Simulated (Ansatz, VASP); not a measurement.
# Be4Sb2Se in two plane-wave programs, part 2 of 2

Aim: how closely do two programs agree when they are given the same cell, functional and k mesh? The cell is generated by rule, not measured, and may not be a known phase. The cell is taken from a series of runs on this material, whose earlier steps may have relaxed, scaled, displaced or heated it; both programs get it as it stands.

VASP 6.6.1 and Ansatz 0.2.0.

So far: The structure; VASP: relaxation of cell and atoms, LDA.

The structure was built from a prototype and need not be the compound's stable phase.

## Step 3: Ansatz: relaxation of cell and atoms, LDA

Level of this step: Ansatz beside VASP: Kohn-Sham DFT, plane waves, LDA (Ansatz).

Ansatz runs on norm-conserving files, of PseudoDojo where its log says so.

The same cell, functional (in two slightly different forms), mesh and smearing now go to Ansatz, which takes its cutoff from its data sets.

The input, input.yaml:

```yaml
crystal:
  lattice:
    - [-2.2219330261, 2.2219330261, 6.1865791608]
    - [2.2219330261, -2.2219330261, 6.1865791608]
    - [2.2219330261, 2.2219330261, -6.1865791608]
  atoms:
    - { symbol: Be, position: [0.5, 0.0, 0.5] }
    - { symbol: Be, position: [0.0, 0.5, 0.5] }
    - { symbol: Be, position: [0.3272255529, 0.3272255529, 0.0] }
    - { symbol: Be, position: [0.6727744471, 0.6727744471, 0.0] }
    - { symbol: Sb, position: [0.1384099422, 0.1384099422, 0.0] }
    - { symbol: Sb, position: [0.8615900578, 0.8615900578, 0.0] }
    - { symbol: Se, position: [0.5, 0.5, 0.0] }
kpoints:
  mp_grid: { grid: [12, 12, 12] }
hamiltonian:
  xc: lda
  pseudopotentials: { kind: nc }
scf:
  occupations: { method: gaussian, width: 0.1 }
output:
  forces: true
  stress: true
  eigenvalues: true
relax:
  adjacent_minimum: "off"
  f_tol: 0.005
  max_steps: 80
  cell: { stress_tol: 0.05 }
```

Command:

```sh
> ansatz run input.yaml --threads 8 --pin off --max-ram 14336MiB --backend cpu --events-out ev --progress --plain --runs-dir out
```

Numbers of over 12 decimals in the logs are rounded to 6 here.

The log of the run:

```text
basis.fft_grid_basis auto: the FFT boxes are laid along the combinations [[1, 0, 1], [0, 1, 1], [0, 0, 1]] of the cell's own vectors, 4.444, 4.444 and 6.939 Å long. The dense box has 54×54×80 points. Along the cell's own vectors, as sized, it would have 80×80×80, 2.19 times as many. Of the 16 symmetry operations that the crystal satisfies within crystal.symmetry.tolerance (time reversal apart; of a slab, those that k [...]
Engine: ansatz 0.2.0, x86_64-unknown-linux-gnu
Pseudopotentials: kind: nc
Pseudopotential: Be, nc, valence charge 4, recommended cutoff 1197.300995 eV (normal), Be.nc.azcp (PseudoDojo's, or run here from an input of PseudoDojo's: the run reads no file of this project's for it)
Pseudopotential: Sb, nc, valence charge 15, recommended cutoff 1142.878222 eV (normal), Sb.nc.azcp (PseudoDojo's, or run here from an input of PseudoDojo's: the run reads no file of this project's for it)
Pseudopotential: Se, nc, valence charge 16, recommended cutoff 1170.089609 eV (normal), Se.nc.azcp (PseudoDojo's, or run here from an input of PseudoDojo's: the run reads no file of this project's for it)
Functional definition: SPW92
  exchange = slater_x
  correlation = pw_c
Crystal: 7 atoms, lattice volume = 122.172 Å³
Basis set: ecut = 1197.300995 eV, 11523 PW (Γ), FFT grids on a1+a3, a2+a3, a3
Bands: 38, of which v1, the nominal top of the filled ones, is band 31 counted from 1 (30 counted from 0)
Symmetry: 16 space group operations
Space group: I4/mmm (ITA 139), of the structure as read, at distance tolerance 5.0e-5 Å
k-points: 163 of 1728
Non-local potential: Be, projectors of the file, l = 0: 2, l = 1: 2
Non-local potential: Sb, projectors of the file, l = 0: 2, l = 1: 2, l = 2: 2
Non-local potential: Se, projectors of the file, l = 0: 2, l = 1: 2, l = 2: 2
Initial density: superposition of atomic densities (chi_scale 0.1, normalization cell, long waves kept (reshape's long-wave potential 0.12 eV rms))
Initial wavefunctions: pseudopotential atomic-orbital guess
Functional: x = slater, c = lda
SCF iter   1: F=—  HF=-9736.481291 eV  |F-HF|=—  |Δ(HF+E_count)|=         —  Δρ=4.19e-2  dr2=4.13e0  ethr=3.10e-3  ⟨swp⟩=9.6  Hψ=32620  notcnv=0
preconditioner: auto → Kerker (q_TF=auto, 2.437 Å⁻¹)  [metal: Δε(μ)=0.008 eV  Ē_g=7.828 eV  σ=0.100 eV  W_gap=0.04  n_scr=32 (ndim 8)  ℏωp=16.5 eV  f_vac=0.000  D(μ)=1.33/eV (n_scr^D=2)]
SCF iter   2: F=—  HF=-9735.622032 eV  |F-HF|=—  |Δ(HF+E_count)|=   8.59e-1  Δρ=2.36e-2  dr2=1.42e0  ethr=3.10e-3  ⟨swp⟩=3.0  Hψ=10973  notcnv=0  defer=203
SCF iter   3: F=—  HF=-9735.220370 eV  |F-HF|=—  |Δ(HF+E_count)|=   4.02e-1  Δρ=3.76e-3  dr2=2.74e-2  ethr=2.28e-3  ⟨swp⟩=3.1  Hψ=9648  notcnv=0  defer=241
SCF iter   4: F=—  HF=-9735.215823 eV  |F-HF|=—  |Δ(HF+E_count)|=   4.55e-3  Δρ=6.53e-4  dr2=1.17e-3  ethr=4.42e-5  ⟨swp⟩=2.2  Hψ=9555  notcnv=0  defer=241
SCF iter   5: F=—  HF=-9735.215640 eV  |F-HF|=—  |Δ(HF+E_count)|=   1.84e-4  Δρ=2.29e-4  dr2=1.06e-4  ethr=1.88e-6  ⟨swp⟩=2.5  Hψ=10001  notcnv=0  defer=241
SCF iter   6: F=—  HF=-9735.215607 eV  |F-HF|=—  |Δ(HF+E_count)|=   3.25e-5  Δρ=1.15e-4  dr2=1.63e-5  ethr=1.71e-7  ⟨swp⟩=2.0  Hψ=9544  notcnv=0  defer=241
SCF iter   7: F=—  HF=-9735.216006 eV  |F-HF|=—  |Δ(HF+E_count)|=   3.99e-4  Δρ=3.09e-5  dr2=2.03e-6  ethr=2.63e-8  ⟨swp⟩=2.3  Hψ=8986  notcnv=0  defer=241
SCF iter   8: F=-9735.216006 eV  HF=-9735.216006 eV  |F-HF|=3.63e-8  |Δ(HF+E_count)|=   5.51e-8  Δρ=1.03e-5  dr2=9.73e-8  ethr=1.61e-10  ⟨swp⟩=14.1  Hψ=41754  notcnv=0
SCF 1 converged in 8 iterations: F = -9735.216006 eV  dr2 = 9.73e-8
relax step   1: F+E_penalty+E_count = -9735.21600581 eV  Δ(F+E_penalty+E_count) = +0.000e0 eV  max|allowed force component| = 9.445e-4 eV/Å  Δτ_max = 0.0000 Å  P = +0.258 GPa  Ω = 122.172 Å³  (8 SCF iters, dr2 threshold 1.00e-7 eV, accepted)
[...]
relax step   4: F+E_penalty+E_count = -9735.21636858 eV  Δ(F+E_penalty+E_count) = -3.133e-5 eV  max|allowed force component| = 9.339e-3 eV/Å  Δτ_max = 0.0007 Å  P = -0.001 GPa  Ω = 122.555 Å³  energy of the carried Pulay correction = -3.639e-5 eV  (3 SCF iters, dr2 threshold 3.98e-8 eV, accepted)
[...]
relax step   5: F+E_penalty+E_count = -9735.21635065 eV  Δ(F+E_penalty+E_count) = +1.793e-5 eV  max|allowed force component| = 1.626e-2 eV/Å  Δτ_max = 0.0014 Å  P = -0.034 GPa  Ω = 122.588 Å³  energy of the carried Pulay correction = -3.958e-5 eV  (5 SCF iters, dr2 threshold 7.90e-9 eV, rejected (line search))
[...]
relax step   6: F+E_penalty+E_count = -9735.21638562 eV  Δ(F+E_penalty+E_count) = -1.703e-5 eV  max|allowed force component| = 8.303e-4 eV/Å  Δτ_max = 0.0004 Å  P = -0.007 GPa  Ω = 122.549 Å³  energy of the carried Pulay correction = -3.594e-5 eV  (6 SCF iters, accepted)
[...]
relax step   7: F+E_penalty+E_count = -9735.21642329 eV  Δ(F+E_penalty+E_count) = -3.767e-5 eV  max|allowed force component| = 8.315e-4 eV/Å  Δτ_max = 0.0000 Å  P = -0.006 GPa  Ω = 122.549 Å³  stress off target by 2.04e-2 GPa  SCF on the basis re-selected at this cell (its energy is not comparable with the rows above)  (4 SCF iters)
basis re-selected at this cell: Δ(F+E_penalty+E_count) = -3.767e-5 eV, ΔP = +0.001 GPa vs the last step (what re-selecting the basis moved, of the pressure what is left beyond the Pulay correction that the steps carried, after the strain that the cell walked since its last selection, with what the two solves' SCF thresholds leave and, on support functions, any second-order correction that the steps lacked; it is no m [...]
SCF converged after 4 iterations
Free energy (F): -9735.216423 eV
Harris-Foulkes:  -9735.216423 eV  (|F-HF|=0.00e0)
Internal energy: -9735.209704 eV  (E = F + TS)
E sigma→0 (E₀):  -9735.213064 eV
Entropy (-TS):   -0.006719 eV (-0.960 meV/atom)
Fermi energy:    9.052833 eV
--- Per-component energies (eV) ---
  E_band       = -1431.166670
  E_kinetic    = 5952.794242
  E_local      = -7767.171688  (includes V_loc(G=0)·N_el)
  E_nonlocal   = -3322.448637
  E_hartree    = 2625.287990
  E_xc         = -2116.220976
  E_vxc        = -1544.916640  (∫ρ·V_xc dr)
  E_ewald      = -5107.450634
  E_smearing   = -0.006719  (= −TS)
  E_closure    = 0.000000  (closes the sum)
  Σ components = -9735.216423   (vs F -9735.216423, Δ=0.00e0)
--- Forces (eV/Å), atoms counted from 1 ---
  atom   1  Be     0.00000000     0.00000000    -0.00000000
  atom   2  Be     0.00000000     0.00000000    -0.00000000
  atom   3  Be     0.00000000     0.00000000    -0.00083148
  atom   4  Be     0.00000000     0.00000000     0.00083148
  atom   5  Sb    -0.00000000     0.00000000    -0.00070209
  atom   6  Sb     0.00000000     0.00000000     0.00070209
  atom   7  Se    -0.00000000     0.00000000     0.00000000
  max |Σ_I F_I| component: 4.86e-17 eV/Å
--- Stress (GPa, compression-positive) ---
       -0.018488       0.000000       0.000000
        0.000000      -0.018488       0.000000
       -0.000000      -0.000000       0.020359
  P = ⅓ Tr σ = -0.0055 GPa (-0.055 kbar)
--- Band table (eV; the first three rows and the last of 163) ---
  k-point 0: bands = [... 27 lower, 7.0670, 8.2732, 8.3224, 8.8626, 8.8626, 10.4487, 11.0883, 12.3710, ... 3 higher]
  k-point 1: bands = [... 27 lower, 7.3610, 8.1393, 8.2533, 8.2561, 9.2124, 10.8649, 11.1066, 12.5719, ... 3 higher]
  k-point 2: bands = [... 27 lower, 7.0385, 7.5421, 8.3009, 8.7411, 9.9608, 10.7638, 11.6043, 11.6859, ... 3 higher]
  k-point 162: bands = [... 27 lower, 7.7965, 7.7965, 8.1999, 8.7152, 8.8212, 8.8212, 10.9727, 11.1542, ... 3 higher]
--- Relaxed structure (6 steps of the walk, 4 accepted, 1 SCFs on fresh bases) ---
  F+E_penalty+E_count = -9735.21642329 eV   max|allowed force component| = 8.315e-4 eV/Å   (the final SCF, on the basis selected at the relaxed cell)
  cell:  # Å, volume = 122.5494 Å³
    - [-2.222974, 2.222974, 6.199867]
    - [2.222974, -2.222974, 6.199867]
    - [2.222974, 2.222974, -6.199867]
  atoms:
    - { symbol: Be, position: [0.5, 0, 0.5] }
    - { symbol: Be, position: [0, 0.5, 0.5] }
    - { symbol: Be, position: [0.327220, 0.327220, 0] }
    - { symbol: Be, position: [0.672780, 0.672780, 0] }
    - { symbol: Sb, position: [0.138514, 0.138514, 0] }
    - { symbol: Sb, position: [0.861486, 0.861486, 0] }
    - { symbol: Se, position: [0.5, 0.5, 0] }
```

## Step 4: Side by side

Known differences besides the potentials themselves: the two LDA forms differ slightly; the data sets hold 62 valence electrons in Ansatz (on norm-conserving files, of PseudoDojo where its log says so) and 24 in VASP; the cutoff is 1197.3 eV in Ansatz and 600 eV in VASP; VASP's log shows a relativistic correction to its local exchange, Ansatz's none; Ansatz adds a Pulay correction to the stress that steers its cell, VASP none. Total energies have different zeros and are not compared.

Compared:

```tsv
quantity	Ansatz	VASP	difference
volume (Å³)	122.55	123.04	-0.40 %
edge a after relaxation, in the typed setting (Å)	6.951	6.963	-0.16 %
```

## Step 5: Outcome

```
difference in volume (relaxation of cell and atoms, LDA) : -0.40 %
```

In words: The difference in volume is -0.40 % (relaxation of cell and atoms, LDA), within the 1.2 % picked in this series as the mark of a large difference, as far as the stopping tolerances let one tell. The data sets hold unlike numbers of valence electrons (62 in Ansatz and 24 in VASP), so part of the differences comes from the potentials. How closely two codes agree says nothing of how well the functional describes the real material.

[Lines on the potential files, build, host, timing and source positions are cut from VASP's logs without a mark.]

[Logs are printed without paths, hosts, clocks, repeated set-up lines and the standing remarks that a program may print on its own settings, such as how far it seeks lower states.]

[Hosts, paths, dates, database ids (printed as entryN), source tags and the programs' standing remarks are cut or masked in the printed files.]
